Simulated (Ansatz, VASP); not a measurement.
**Two plane-wave programs on Al4NiPd3**

```xyz
8
Lattice="6.0733 0.0000 0.0000 0.0000 6.0733 0.0000 0.0000 0.0000 3.0303" Properties=species:S:1:pos:R:3 pbc="T T T"
Al    1.5802    4.4931    0.0000
Al    1.5802    1.5802    0.0000
Al    4.4931    4.4931    0.0000
Al    4.4931    1.5802    0.0000
Ni    3.0366    3.0366    1.5152
Pd    3.0366    0.0000    1.5152
Pd    0.0000    0.0000    1.5152
Pd    0.0000    3.0366    1.5152
```

Alike in both runs: task single point; functional PBE; k mesh 4 × 4 × 6; occupations gaussian, width 0.1 eV; no spin polarisation.

|  | VASP | Ansatz |
| --- | --- | --- |
| version | VASP 6.6.1 | Ansatz 0.2.0 |
| potentials or method | VASP PAW PBE potentials, release 64 (Al, Ni, Pd) | scalar-relativistic, plane waves, PAW |
| plane-wave cutoff (eV) | 520 | 420 |
| valence electrons in the cell | 52 | 84 |

```tsv
	VASP	Ansatz	Ansatz less VASP
gap on the k mesh at the Fermi level (eV)	none	none	-
pressure (GPa)	0.1	0.1	+0.01
largest component of the traceless stress (GPa)	0.58	0.61	+0.030
rms of the force components (eV/Å)	0.031	0.031	-0.0001
```

Atom by atom the forces differ by 0.000 eV/Å (rms over components). A gap of «none» marks a metal or a gap that the smearing closes. The two sets of potentials don't hold the same shells in valence.

Spin polarisation is off, so any magnetic state and its effect on volume and gap are missing.
